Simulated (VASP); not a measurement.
# MnHg (P4/mmm) in VASP: reference runs

Reference runs on MnHg: the cell as given and a disturbed copy.

Program: VASP 6.6.1. These are calculated values, not measurements. Logs are shortened: lines on timing, memory, paths and dates and some standing lists are left out, and cuts for length are marked.

### 1 The crystal as given

It takes space group P4/mmm (No. 123, tetragonal). The conventional cell has a = 3.288 Å, b = 3.288 Å, c = 3.313 Å, α = 90.00°, β = 90.00°, γ = 90.00°. Hg (site symmetry 4/mmm) has 8 Mn at 2.85 Å as nearest neighbours. Mn (site symmetry 4/mmm) is surrounded by 8 Hg at 2.85 Å.

### 2 Single point, PBE, collinear spin, ferromagnetic start

Contents of INCAR:

```
SYSTEM = MnHg
  ALGO = Normal
  EDIFF = 1E-7
  ENCUT = 520
  GGA = PE
  ISIF = 2
  ISMEAR = -1
  ISPIN = 2
  LASPH = .TRUE.
  LCHARG = .TRUE.
  LELF = .TRUE.
  LMAXMIX = 4
  LORBIT = 11
  LREAL = .FALSE.
  LVHAR = .TRUE.
  LWAVE = .FALSE.
  MAGMOM = 0 4
  NBANDS = 24
  NELM = 100
  PREC = Accurate
  SIGMA = 0.05
```

Contents of KPOINTS:

```
k-points
0
G
  8 8 8
  0 0 0
```

Contents of POSCAR:

```
MnHg
1.0
    3.2880000000      0.0000000000      0.0000000000
    0.0000000000      3.2880000000      0.0000000000
    0.0000000000      0.0000000000      3.3130000000
Hg Mn
1 1
Direct
    0.0000000000      0.0000000000      0.0000000000
    0.5000000000      0.5000000000      0.5000000000
```

Potentials or basis: VASP PAW PBE potentials, release 64 (Hg, Mn_pv).

On the command line:

```
$ cat potpaw_PBE.64/Hg/POTCAR potpaw_PBE.64/Mn_pv/POTCAR > POTCAR
$ mpirun -np 1 vasp_std > vasp.out
```

OUTCAR:

```text
SYSTEM = MnHg
   EDIFF = 1E-7
   ENCUT = 520
   GGA = PE
   ISIF = 2
   ISMEAR = -1
   ISPIN = 2
   LASPH = .TRUE.
   LORBIT = 11
   LREAL = .FALSE.
   NELM = 100
   PREC = Accurate

 ion  position               nearest neighbor table
   1  0.000  0.000  0.000-   2 2.85   2 2.85   2 2.85   2 2.85   2 2.85   2 2.85   2 2.85   2 2.85

   2  0.500  0.500  0.500-   1 2.85   1 2.85   1 2.85   1 2.85   1 2.85   1 2.85   1 2.85   1 2.85

  LATTYP: Found a simple tetragonal cell.
 ALAT       =     3.2880000000
 C/A-ratio  =     1.0076034063

  Lattice vectors:

 A1 = (   3.2880000000,   0.0000000000,   0.0000000000)
 A2 = (   0.0000000000,   3.2880000000,   0.0000000000)
 A3 = (   0.0000000000,   0.0000000000,   3.3130000000)

Analysis of symmetry for initial positions (statically):
=====================================================================
 Subroutine PRICEL returns:
 Original cell was already a primitive cell.

 Routine SETGRP: Setting up the symmetry group for a
 simple tetragonal supercell.

 Subroutine GETGRP returns: Found 16 space group operations
 (whereof 16 operations were pure point group operations)
 out of a pool of 16 trial point group operations.

The static configuration has the point symmetry D_4h.

Analysis of symmetry for dynamics (positions and initial velocities):
=====================================================================
 Subroutine PRICEL returns:
 Original cell was already a primitive cell.

 Routine SETGRP: Setting up the symmetry group for a
 simple tetragonal supercell.

 Subroutine GETGRP returns: Found 16 space group operations
 (whereof 16 operations were pure point group operations)
 out of a pool of 16 trial point group operations.

The dynamic configuration has the point symmetry D_4h.

Analysis of structural, dynamic, and magnetic symmetry:
=====================================================================
 Subroutine PRICEL returns:
 Original cell was already a primitive cell.

 Routine SETGRP: Setting up the symmetry group for a
 simple tetragonal supercell.

 Subroutine GETGRP returns: Found 16 space group operations
 (whereof 16 operations were pure point group operations)
 out of a pool of 16 trial point group operations.

The overall configuration has the point symmetry D_4h.

 Subroutine INISYM returns: Found 16 space group operations
 (whereof 16 operations are pure point group operations),
 and found     1 'primitive' translations

----------------------------------------------------------------------------------------

                                     Primitive cell

  volume of cell :      35.8167

  direct lattice vectors                    reciprocal lattice vectors
     3.288000000  0.000000000  0.000000000     0.304136253  0.000000000  0.000000000
[... 112 lines left out ...]
   LHFCALC =     F    Hartree Fock is set to
   AEXX    =    0.0000 exact exchange contribution
   IVDW    =     0    specifies the selected vdW correction
   LEPSILON=     F    determine dielectric tensor
   LRPA    =     F    only Hartree local field effects (RPA)
 spin polarized calculation
  energy-cutoff  :      520.00
  volume of cell :       35.82
 maximum number of plane-waves:       984
   NGX = 13   NGY = 13   NGZ = 13

 number of electron      25.0000000 magnetization       3.8830242

 Free energy of the ion-electron system (eV)
  ---------------------------------------------------
  ext. energy  EPLUGINS =         0.00000000
  ---------------------------------------------------
  free energy    TOTEN  =        -8.49060756 eV

  energy without entropy =       -8.47761458  energy(sigma->0) =       -8.48411107

 E-fermi :   5.6601     XC(G=0): -11.7750

 val. band max:        5.6517177157   @ k =   0.3750   0.2500   0.0000
 cond. band min:       5.6736551062   @ k =   0.5000   0.2500   0.1250
 fundamental gap:      0.0219373905
 Fermi energy:         5.6600934250

 spin component 1

 k-point     1 :       0.0000    0.0000    0.0000
  band No.  band energies     occupation
      1     -44.4640      1.00000
      2     -44.4590      1.00000
      3     -44.4590      1.00000
      4      -4.0812      1.00000
      5      -2.6610      1.00000
      6      -2.6492      1.00000
[... 637 lines left out ...]
     23      21.3115      0.00000
     24      24.9972      0.00000

 [... further k-points ...]

 spin component 2

 k-point     1 :       0.0000    0.0000    0.0000
  band No.  band energies     occupation
      1     -40.4406      1.00000
      2     -40.4374      1.00000
      3     -40.4374      1.00000
      4      -3.8662      1.00000
      5      -2.6430      1.00000
      6      -2.6289      1.00000
[... 637 lines left out ...]
     23      21.3360      0.00000
     24      25.2098      0.00000

 [... further k-points ...]

------------------------ aborting loop because EDIFF is reached ----------------------------------------

  FORCE on cell =-STRESS in cart. coord.  units (eV):
  Direction    XX          YY          ZZ          XY          YZ          ZX
  --------------------------------------------------------------------------------------
  -------------------------------------------------------------------------------------
  Total        0.5605065      0.5605065      0.5493630      0.0000000      0.0000000      0.0000000
  in kB       25.0729953     25.0729953     24.5745136      0.0000000      0.0000000      0.0000000
  external PRESSURE =      24.9068347 kB  Pullay stress =       0.0000000 kB

 VOLUME and BASIS-vectors are now :
 -----------------------------------------------------------------------------
  energy-cutoff  :      520.00
  volume of cell :       35.82
      direct lattice vectors                 reciprocal lattice vectors
     3.288000000  0.000000000  0.000000000     0.304136253  0.000000000  0.000000000
     0.000000000  3.288000000  0.000000000     0.000000000  0.304136253  0.000000000
     0.000000000  0.000000000  3.313000000     0.000000000  0.000000000  0.301841232

 POSITION                                       TOTAL-FORCE (eV/Angst)
 -----------------------------------------------------------------------------------
      0.00000      0.00000      0.00000         0.000000      0.000000      0.000000
      1.64400      1.64400      1.65650         0.000000      0.000000      0.000000
 -----------------------------------------------------------------------------------
    total drift:                                0.000000      0.000000     -0.000000

  FREE ENERGIE OF THE ION-ELECTRON SYSTEM (eV)
  ---------------------------------------------------
  free  energy   TOTEN  =        -8.4906075649 eV

  energy  without entropy=       -8.4776145791  energy(sigma->0) =       -8.48411107

 total charge

# of ion       s       p       d       tot
------------------------------------------
    1        0.818   0.532   9.256  10.606
    2        0.254   6.179   4.984  11.417
--------------------------------------------------
tot          1.072   6.711  14.240  22.023

 magnetization (x)

# of ion       s       p       d       tot
------------------------------------------
    1       -0.044  -0.061   0.048  -0.057
    2        0.028   0.015   3.758   3.802
--------------------------------------------------
tot         -0.016  -0.046   3.806   3.744
```

stdout:

```text
POSCAR found type information on POSCAR HgMn
 POSCAR found :  2 types and       2 ions
 scaLAPACK will be used
 LDA part: xc-table for (Slater+PW92), standard interpolation
 POSCAR, INCAR and KPOINTS ok, starting setup
 FFT: planning ... GRIDC
 FFT: planning ... GRID_SOFT
 FFT: planning ... GRID
 WAVECAR not read
 entering main loop
```

Run time: 2.4 min. Hardware: 1 thread of Intel Xeon Platinum 8488C (Sapphire Rapids), shared host; peak memory 0.22 GiB.

What came out:

```
Free energy                                           : -8.4906 eV
Pressure                                              : 2.5 GPa
Band gap on the k mesh                                : none (metal or under the smearing width)
Net moment                                            : 3.88 μB per cell
Site moments                                          : Hg -0.06; Mn +3.80 μB
Valence electrons inside the program's atomic spheres : Hg 10.61; Mn 11.42
```

### 3 Single point, PBE, collinear spin, ferromagnetic start (atoms moved at random, drawn with an rms of 0.05 Å)

Contents of INCAR:

```
  PREC = Accurate
  ENCUT = 520
  EDIFF = 1E-7
  ISMEAR = -1
  SIGMA = 0.05
  LREAL = False
  LASPH = True
  NELM = 120
  ALGO = Normal
  ISIF = 2
  LWAVE = False
  LCHARG = False
  ISPIN = 2
  MAGMOM = 0 4
  LORBIT = 11
  LMAXMIX = 4
  GGA = PE
  NBANDS = 24
```

Contents of KPOINTS:

```
Automatic mesh
0
Gamma
  8 8 8
```

Contents of POSCAR:

```
MnHg
1.0
    3.2880000000      0.0000000000      0.0000000000
    0.0000000000      3.2880000000      0.0000000000
    0.0000000000      0.0000000000      3.3130000000
Hg Mn
1 1
Direct
    0.0006610000     -0.0169190000     -0.0053160000
    0.5018680000      0.5069210000      0.5028280000
```

Potentials or basis: VASP PAW PBE potentials, release 64 (Hg, Mn_pv).

On the command line:

```
$ cat potpaw_PBE.64/Hg/POTCAR potpaw_PBE.64/Mn_pv/POTCAR > POTCAR
$ mpirun -np 1 vasp_std > vasp.out
```

OUTCAR:

```text
PREC = Accurate
   ENCUT = 520
   EDIFF = 1E-7
   ISMEAR = -1
   LREAL = False
   LASPH = True
   NELM = 120
   ISIF = 2
   ISPIN = 2
   LORBIT = 11
   GGA = PE

 ion  position               nearest neighbor table
   1  0.001  0.983  0.995-   2 2.79   2 2.80   2 2.82   2 2.83   2 2.88   2 2.89   2 2.91   2 2.92

   2  0.502  0.507  0.503-   1 2.79   1 2.80   1 2.82   1 2.83   1 2.88   1 2.89   1 2.91   1 2.92

  LATTYP: Found a simple tetragonal cell.
 ALAT       =     3.2880000000
 C/A-ratio  =     1.0076034063

[... 1513 lines left out ...]
  external PRESSURE =      27.2900043 kB  Pullay stress =       0.0000000 kB

 VOLUME and BASIS-vectors are now :
 -----------------------------------------------------------------------------
  energy-cutoff  :      520.00
  volume of cell :       35.82
      direct lattice vectors                 reciprocal lattice vectors
     3.288000000  0.000000000  0.000000000     0.304136253  0.000000000  0.000000000
     0.000000000  3.288000000  0.000000000     0.000000000  0.304136253  0.000000000
     0.000000000  0.000000000  3.313000000     0.000000000  0.000000000  0.301841232

 POSITION                                       TOTAL-FORCE (eV/Angst)
 -----------------------------------------------------------------------------------
      0.00217      3.23237      3.29539         0.014141      0.273542      0.098955
      1.65014      1.66676      1.66587        -0.014141     -0.273542     -0.098955
 -----------------------------------------------------------------------------------
    total drift:                                0.000210      0.001218     -0.000685

  FREE ENERGIE OF THE ION-ELECTRON SYSTEM (eV)
  ---------------------------------------------------
  free  energy   TOTEN  =        -8.4785639204 eV

  energy  without entropy=       -8.4655292691  energy(sigma->0) =       -8.47204659

 total charge

# of ion       s       p       d       tot
------------------------------------------
    1        0.819   0.532   9.256  10.608
    2        0.255   6.179   4.985  11.419
--------------------------------------------------
tot          1.074   6.712  14.242  22.027

 magnetization (x)

# of ion       s       p       d       tot
------------------------------------------
    1       -0.044  -0.061   0.048  -0.056
    2        0.028   0.015   3.757   3.800
--------------------------------------------------
tot         -0.016  -0.046   3.805   3.744
```

OSZICAR:

```text
N       E                     dE             d eps       ncg     rms          rms(c)
DAV:   1     0.236269939414E+03    0.23627E+03   -0.13706E+04 25128   0.117E+03
DAV:   2    -0.122537547436E+01   -0.23750E+03   -0.22566E+03 25960   0.345E+02
DAV:   3    -0.889267755361E+01   -0.76673E+01   -0.76411E+01 29544   0.697E+01
DAV:   4    -0.894780336365E+01   -0.55126E-01   -0.55122E-01 27792   0.555E+00
DAV:   5    -0.894860823682E+01   -0.80487E-03   -0.80484E-03 30160   0.614E-01    0.102E+01
DAV:   6    -0.865710642064E+01    0.29150E+00   -0.66269E+00 27864   0.191E+01    0.743E+00
DAV:   7    -0.849413326061E+01    0.16297E+00   -0.19107E+00 28760   0.119E+01    0.500E+00
DAV:   8    -0.848121253479E+01    0.12921E-01   -0.57500E-02 27040   0.173E+00    0.266E+00
DAV:   9    -0.847854922278E+01    0.26633E-02   -0.17797E-02 29352   0.910E-01    0.918E-01
DAV:  10    -0.847850482885E+01    0.44394E-04   -0.23854E-03 27200   0.435E-01    0.823E-02
DAV:  11    -0.847854947197E+01   -0.44643E-04   -0.10710E-04 28936   0.952E-02    0.281E-02
DAV:  12    -0.847855945057E+01   -0.99786E-05   -0.13264E-05 28344   0.283E-02    0.175E-02
DAV:  13    -0.847856410597E+01   -0.46554E-05   -0.48030E-06 28256   0.148E-02    0.888E-03
DAV:  14    -0.847856391436E+01    0.19161E-06   -0.48650E-07 24808   0.581E-03    0.290E-03
DAV:  15    -0.847856392043E+01   -0.60654E-08   -0.11822E-07 19816   0.220E-03
   1 F= -.84785639E+01 E0= -.84720466E+01  d E =-.130347E-01  mag=     3.8821
```

It took 7.9 min on 1 thread of Intel Xeon Platinum 8488C (Sapphire Rapids), shared host; peak memory 0.42 GiB.

Results:

```
Free energy                                           : -8.4786 eV
Pressure                                              : 2.7 GPa
Largest force                                         : 0.291 eV/Å
Band gap on the k mesh                                : none (metal or under the smearing width)
Net moment                                            : 3.88 μB per cell
Site moments                                          : Hg -0.06; Mn +3.80 μB
Valence electrons inside the program's atomic spheres : Hg 10.61; Mn 11.42
```

Forces in eV/Å, atoms in the order of the input:
```
Hg   0.014  0.274  0.099
Mn  -0.014 -0.274 -0.099
```

The run has no spin-orbit coupling, so splittings on Hg are missing.
